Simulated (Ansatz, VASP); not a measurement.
## Ga2O3: VASP beside Ansatz

Wanted: the spread between two codes on one cell, functional and k mesh. The cell is taken from a series of runs on this material, whose earlier steps may have relaxed, scaled, displaced or heated it; both programs get it as it stands.

Calculated with Ansatz 0.2.0; plane waves, with VASP 6.6.1 beside it; G0W0 gap at PBE, DFT+U.

## (1) Starting point

Symmetry: C2/m, No. 12, monoclinic system. The conventional cell has a = 12.214 Å, b = 3.037 Å, c = 5.798 Å, α = 90.00°, β = 103.83°, γ = 90.00°. Ga has 4 O at 1.83 to 1.86 Å nearest. Nearest to Ga lie 6 O at 1.94 to 2.07 Å. O has 3 Ga at 1.83 to 1.94 Å nearest. Nearest to O lie 4 Ga at 1.86 to 2.07 Å. Nearest to O lie 3 Ga at 1.83 to 1.94 Å. Farther neighbours and most contacts between anions are not listed.

## (2) VASP: G0W0 gap, PBE, DFT+U

Quasiparticle shifts depend on high empty states and on the cores, so they are the hardest test of two PAW sets.

Lines of VASP's logs that name or quote its potential files are left out, and so is its time.

The run reads the wave functions of an earlier VASP run, which isn't shown here.

INCAR reads:

```
SYSTEM = Ga2O3
PREC = Accurate
ENCUT = 440
ISMEAR = 0
SIGMA = 0.01
LREAL = .FALSE.
GGA = PE
NBANDS = 480
LASPH = .TRUE.
ALGO = EVGW0
NELMGW = 1
ENCUTGW = 150
NOMEGA = 64
PRECFOCK = Fast
NBANDSGW = 56
LWAVE = .FALSE.
LCHARG = .FALSE.
```

POSCAR reads:

```
Ga2O3
1.0
    6.1070000000     -1.5185500000      0.0000000000
    6.1070000000      1.5185500000      0.0000000000
   -1.3859888959      0.0000000000      5.6300087380
Ga O
4 6
Direct
    0.0905000000      0.0905000000      0.7946000000
    0.9095000000      0.9095000000      0.2054000000
    0.6586600000      0.6586600000      0.3140200000
    0.3413400000      0.3413400000      0.6859800000
    0.1645000000      0.1645000000      0.1098000000
    0.8355000000      0.8355000000      0.8902000000
    0.1733000000      0.1733000000      0.5632000000
    0.8267000000      0.8267000000      0.4368000000
    0.4959000000      0.4959000000      0.2566000000
    0.5041000000      0.5041000000      0.7434000000
```

KPOINTS reads:

```
Automatic mesh
0
Gamma
4 4 2
0 0 0
```

PAW data sets: Ga_d_GW and O_GW (PBE family, release 64).

On the command line:

```bash
$ mpirun -np 8 vasp_std
```

Numbers of over 12 decimals in the logs are rounded to 6 here.

Log:

```text
[banner, memory and clock lines left out]
running    8 mpi-ranks, on    1 nodes
 distrk:  each k-point on    8 cores,    1 groups
 distr:  one band on    1 cores,    8 groups

 POSCAR found type information on POSCAR GaO
 POSCAR found :  2 types and      10 ions
|                                                                             |
|           W    W    AA    RRRRR   N    N  II  N    N   GGGG   !!!           |
|           W    W   A  A   R    R  NN   N  II  NN   N  G    G  !!!           |
|           W    W  A    A  R    R  N N  N  II  N N  N  G       !!!           |
|           W WW W  AAAAAA  RRRRR   N  N N  II  N  N N  G  GGG   !            |
|           WW  WW  A    A  R   R   N   NN  II  N   NN  G    G                |
|           W    W  A    A  R    R  N    N  II  N    N   GGGG   !!!           |
|                                                                             |
|     For optimal performance we recommend to set                             |
|       NCORE = 2 up to number-of-cores-per-socket                            |
|     NCORE specifies how many cores store one orbital (NPAR=cpu/NCORE).      |
|     This setting can greatly improve the performance of VASP for DFT.       |
|     The default, NCORE=1 might be grossly inefficient on modern             |
|     multi-core architectures or massively parallel machines. Do your        |
|     Unfortunately you need to use the default for GW and RPA                |
|     calculations (for HF NCORE is supported but not extensively tested      |
|     yet).                                                                   |
|                                                                             |

|                                                                             |
|           W    W    AA    RRRRR   N    N  II  N    N   GGGG   !!!           |
|           W    W   A  A   R    R  NN   N  II  NN   N  G    G  !!!           |
|           W    W  A    A  R    R  N N  N  II  N N  N  G       !!!           |
|           W WW W  AAAAAA  RRRRR   N  N N  II  N  N N  G  GGG   !            |
|           WW  WW  A    A  R   R   N   NN  II  N   NN  G    G                |
|           W    W  A    A  R    R  N    N  II  N    N   GGGG   !!!           |
|                                                                             |
|     The default for ENCUTGWSOFT is different in this version of VASP.       |
|     please manually set ENCUTGWSOFT =150 in the INCAR file.                 |
|                                                                             |

 LDA part: xc-table for (Slater+PW92), standard interpolation
 found WAVECAR, reading the header
 POSCAR, INCAR and KPOINTS ok, starting setup
 FFT: planning ... GRIDC
 FFT: planning ... GRID_SOFT
 FFT: planning ... GRID
 reading WAVECAR
 the WAVECAR file was read successfully
 initial charge from wavefunction
 available memory per node:     27.98 GB, setting MAXMEM to     28648

 The Fermi energy was updated, please check that it is located mid-gap
 values below the HOMO (VB) or above the LUMO (CB) will cause erroneous energies
 E-fermi :   4.9149

 calculate exact exchange contribution
 the WAVEDER file was read successfully
energies w=
    0.000    0.000    0.578    0.000    1.156    0.000    1.730    0.000
    2.301    0.000    2.867    0.000    3.427    0.000    3.981    0.000
    4.527    0.000    5.067    0.000    5.599    0.000    6.123    0.000
    6.641    0.000    7.151    0.000    7.655    0.000    8.153    0.000
    8.646    0.000    9.135    0.000    9.620    0.000   10.102    0.000
   10.582    0.000   11.062    0.000   11.542    0.000   12.023    0.000
   12.507    0.000   12.994    0.000   13.487    0.000   13.986    0.000
   14.494    0.000   15.011    0.000   15.540    0.000   16.083    0.000
   16.641    0.000   17.217    0.000   17.815    0.000   18.435    0.000
   19.083    0.000   19.762    0.000   20.475    0.000   21.229    0.000
   22.029    0.000   22.881    0.000   23.794    0.000   24.776    0.000
   25.839    0.000   26.996    0.000   28.263    0.000   29.659    0.000
   31.208    0.000   32.942    0.000   34.897    0.000   37.123    0.000
   39.683    0.000   42.661    0.000   46.174    0.000   50.379    0.000
   55.505    0.000   61.892    0.000   70.065    0.000   80.884    0.000
   95.864    0.000  117.941    0.000  153.644    0.000  221.036    0.000
 responsefunction array rank=     448
 LDA part: xc-table for (Slater+PW92), standard interpolation

 min. memory requirement per mpi rank    483.3 MB, per node   3866.4 MB

 allocating   8 responsefunctions rank=   448
 shmem allocating  64 responsefunctions rank=   448
 response function shared by NCSHMEM nodes    1
 Doing            8  frequencies on each core in blocks of           64
NQ=   1    0.0000    0.0000    0.0000,
|.........|.........|.........|.........|.........|.........|.........|.........
 performed       1980000 updates of chi_q(r,r)
 total number of BLAS operations       2997.95 Gflops
NQ=   2    0.2500    0.0000    0.0000,
|.........|.........|.........|.........|.........|.........|.........|.........
 performed       4928000 updates of chi_q(r,r)
 total number of BLAS operations       7522.55 Gflops
NQ=   3    0.5000    0.0000    0.0000,
|.........|.........|.........|.........|.........|.........|.........|.........
 performed       7230000 updates of chi_q(r,r)
 total number of BLAS operations      11057.05 Gflops
NQ=   4    0.2500    0.2500    0.0000,
|.........|.........|.........|.........|.........|.........|.........|.........
 performed       9748000 updates of chi_q(r,r)
 total number of BLAS operations      14729.91 Gflops
NQ=   5    0.5000    0.2500    0.0000,
|.........|.........|.........|.........|.........|.........|.........|.........
 performed      12696000 updates of chi_q(r,r)
 total number of BLAS operations      19172.24 Gflops
NQ=   6   -0.2500    0.2500    0.0000,
|.........|.........|.........|.........|.........|.........|.........|.........
 performed      15106000 updates of chi_q(r,r)
 total number of BLAS operations      22922.60 Gflops
NQ=   7    0.5000    0.5000    0.0000,
|.........|.........|.........|.........|.........|.........|.........|.........
 performed      17086000 updates of chi_q(r,r)
 total number of BLAS operations      25690.81 Gflops
NQ=   8    0.0000    0.0000    0.5000,
|.........|.........|.........|.........|.........|.........|.........|.........
 performed      19066000 updates of chi_q(r,r)
 total number of BLAS operations      28485.58 Gflops
NQ=   9    0.2500    0.0000    0.5000,
|.........|.........|.........|.........|.........|.........|.........|.........
 performed      22014000 updates of chi_q(r,r)
 total number of BLAS operations      32948.40 Gflops
NQ=  10    0.5000    0.0000    0.5000,
|.........|.........|.........|.........|.........|.........|.........|.........
 performed      24316000 updates of chi_q(r,r)
 total number of BLAS operations      36547.75 Gflops
NQ=  11    0.2500    0.2500    0.5000,
|.........|.........|.........|.........|.........|.........|.........|.........
 performed      26834000 updates of chi_q(r,r)
 total number of BLAS operations      40186.29 Gflops
NQ=  12    0.5000    0.2500    0.5000,
|.........|.........|.........|.........|.........|.........|.........|.........
 performed      29782000 updates of chi_q(r,r)
 total number of BLAS operations      44731.57 Gflops
NQ=  13   -0.2500    0.2500    0.5000,
|.........|.........|.........|.........|.........|.........|.........|.........
 performed      32192000 updates of chi_q(r,r)
 total number of BLAS operations      48498.96 Gflops
NQ=  14    0.5000    0.5000    0.5000,
|.........|.........|.........|.........|.........|.........|.........|.........
 performed      34172000 updates of chi_q(r,r)
 total number of BLAS operations      51374.14 Gflops
 resolving degeneracies of screened two electron integrals

 calculate QP shifts <psi_nk| G(iteration)W_0 |psi_nk>: iteration 1
 entering main loop
```

OUTCAR, selected parts (step 2):

```text
ion  position               nearest neighbor table
   1  0.090  0.090  0.795-  10 1.83  10 1.83   5 1.83   7 1.86
   2  0.910  0.910  0.205-   9 1.83   9 1.83   6 1.83   8 1.86
   3  0.659  0.659  0.314-   9 1.94   5 1.94   5 1.94   8 2.01   7 2.07   7 2.07
   4  0.341  0.341  0.686-  10 1.94   6 1.94   6 1.94   7 2.01   8 2.07   8 2.07
   5  0.164  0.164  0.110-   1 1.83   3 1.94   3 1.94
   6  0.836  0.836  0.890-   2 1.83   4 1.94   4 1.94
   7  0.173  0.173  0.563-   1 1.86   4 2.01   3 2.07   3 2.07
   8  0.827  0.827  0.437-   2 1.86   3 2.01   4 2.07   4 2.07
   9  0.496  0.496  0.257-   2 1.83   2 1.83   3 1.94
  10  0.504  0.504  0.743-   1 1.83   1 1.83   4 1.94

  LATTYP: Found a base centered monoclinic cell.
 ALAT       =    12.2140000000
 B/A-ratio  =     0.2486572785
 C/A-ratio  =     0.4747093499
 COS(beta)  =    -0.2390419096

 Subroutine GETGRP returns: Found  4 space group operations
 (whereof  4 operations were pure point group operations)

The static configuration has the point symmetry C_2h.

 Found     14 irreducible k-points:

   k-points           NKPTS =     14   k-points in BZ     NKDIM =     32   number of bands    NBANDS=    480

   dimension x,y,z NGX =    48 NGY =   48 NGZ =   40
   dimension x,y,z NGXF=    96 NGYF=   96 NGZF=   80

   ENCUT  =  440.0 eV  32.34 Ry    5.69 a.u.  10.76 10.76  9.92*2*pi/ulx,y,z

   NELECT =      88.0000    total number of electrons

  energy-cutoff  :      440.00
  volume of cell :      104.42
      direct lattice vectors                 reciprocal lattice vectors
     6.107000000 -1.518550000  0.000000000     0.081873260 -0.329261467  0.020155462
     6.107000000  1.518550000  0.000000000     0.081873260  0.329261467  0.020155462
    -1.385988896  0.000000000  5.630008738     0.000000000  0.000000000  0.177619618

 k-points in reciprocal lattice and weights: Automatic mesh
   0.00000000  0.00000000  0.00000000       0.031
   0.25000000  0.00000000  0.00000000       0.125
   0.50000000  0.00000000  0.00000000       0.062
   0.25000000  0.25000000  0.00000000       0.062
   0.50000000  0.25000000  0.00000000       0.125
  -0.25000000  0.25000000  0.00000000       0.062
   0.50000000  0.50000000  0.00000000       0.031
   0.00000000  0.00000000  0.50000000       0.031
   0.25000000  0.00000000  0.50000000       0.125
[...]
-0.25000000  0.25000000  0.50000000       0.062
   0.50000000  0.50000000  0.50000000       0.031

 E-fermi :   4.9149

 QP shifts <psi_nk| G(iteration)W_0 |psi_nk>: iteration 1
 for sc-GW calculations column KS-energies equals QP-energies in previous step
 and V_xc(KS)=  KS-energies - (<T + V_ion + V_H > + <T+V_H+V_ion>^1  + <V_x>^1)
 k-point   1 :       0.0000    0.0000    0.0000
  band No.  KS-energies  QP-energies   sigma(KS)   V_xc(KS)     V^pw_x(r,r')   Z            occupation Imag(sigma)
    ...
     41       2.8848       2.1038     -21.1719     -20.1490     -25.5397       0.7635       2.0000       0.0780
     42       3.1524       2.2213     -20.8953     -19.6680     -25.4370       0.7586       2.0000       0.0815
     43       3.3285       2.4792     -21.0598     -19.9420     -25.4278       0.7598       2.0000       0.0776
     44       3.5892       2.6927     -21.4683     -20.2946     -26.0548       0.7639       2.0000       0.0783
     45       6.1713       7.1079     -12.7017     -13.8374      -9.2753       0.8246       0.0000      -0.0470
     46       9.4318      10.7359     -12.8731     -14.4880      -8.8393       0.8076       0.0000      -0.0657
     47      10.4039      11.4765     -11.3317     -12.6442      -7.2310       0.8172       0.0000      -0.0675
     48      10.5210      11.9190     -13.1163     -14.8506      -8.8736       0.8061       0.0000      -0.0691
    ...

 k-point   2 :       0.2500    0.0000    0.0000
  band No.  KS-energies  QP-energies   sigma(KS)   V_xc(KS)     V^pw_x(r,r')   Z            occupation Imag(sigma)
    ...
     41       2.4886       1.6036     -20.8172     -19.6564     -25.2086       0.7624       2.0000       0.0799
     42       2.8978       1.8874     -20.4204     -19.0803     -25.0240       0.7540       2.0000       0.0858
     43       3.1138       2.1383     -20.7012     -19.4094     -25.2988       0.7552       2.0000       0.0841
     44       3.5609       2.6269     -21.4393     -20.2146     -26.1233       0.7626       2.0000       0.0797
     45       8.4983       9.6767     -14.0378     -15.4976     -10.4888       0.8072       0.0000      -0.0542
     46      10.0117      11.2881     -12.5105     -14.0948      -8.3440       0.8057       0.0000      -0.0697
     47      10.7195      12.1975     -13.3677     -15.2095      -9.0731       0.8024       0.0000      -0.0701
     48      11.7507      13.1825     -12.9495     -14.7440      -8.4781       0.7979       0.0000      -0.0784
    ...

 k-point   3 :       0.5000    0.0000    0.0000
  band No.  KS-energies  QP-energies   sigma(KS)   V_xc(KS)     V^pw_x(r,r')   Z            occupation Imag(sigma)
    ...
     41       2.7394       1.9673     -21.1398     -20.1298     -25.4462       0.7645       2.0000       0.0773
     42       2.8803       1.9237     -20.5567     -19.2893     -25.1189       0.7548       2.0000       0.0850
     43       3.1027       2.2256     -20.9410     -19.7861     -25.4165       0.7595       2.0000       0.0809
     44       3.5002       2.4848     -21.3276     -19.9872     -26.1746       0.7575       2.0000       0.0824
     45       9.3376      10.4141     -11.0140     -12.3185      -6.9164       0.8252       0.0000      -0.0629
     46      10.2926      11.5321     -11.9487     -13.4693      -7.6110       0.8152       0.0000      -0.0696
     47      10.9922      12.4337     -13.1832     -14.9865      -8.7974       0.7994       0.0000      -0.0762
     48      11.1920      12.5892     -12.6255     -14.3597      -8.3300       0.8057       0.0000      -0.0730
    ...

 k-point   4 :       0.2500    0.2500    0.0000
  band No.  KS-energies  QP-energies   sigma(KS)   V_xc(KS)     V^pw_x(r,r')   Z            occupation Imag(sigma)
    ...
     41       2.8592       1.9961     -20.7344     -19.5984     -25.1246       0.7597       2.0000       0.0805
     42       2.8592       1.9961     -20.7344     -19.5984     -25.1246       0.7597       2.0000       0.0805
     43       3.0887       2.1023     -20.4982     -19.1927     -25.0244       0.7556       2.0000       0.0832
     44       3.5273       2.6053     -21.3921     -20.1824     -26.0206       0.7622       2.0000       0.0791
     45       7.0079       8.0200     -13.8814     -15.1262     -10.7088       0.8130       0.0000      -0.0464
     46       9.2272      10.4765     -12.8107     -14.3549      -8.8692       0.8090       0.0000      -0.0640
     47       9.9669      11.0666     -11.4759     -12.8208      -7.3952       0.8176       0.0000      -0.0662
     48      10.4818      11.8288     -13.0532     -14.7218      -8.8607       0.8072       0.0000      -0.0695
    ...

[... 4 further parts left out ...]
```

[end of part 1 of 2]

[Lines on the potential files, build, host, timing and source positions are cut from VASP's logs without a mark.]

[Logs are printed without paths, hosts, clocks, repeated set-up lines and the standing remarks that a program may print on its own settings, such as how far it seeks lower states.]

[Hosts, paths, dates, database ids (printed as entryN), source tags and the programs' standing remarks are cut or masked in the printed files.]
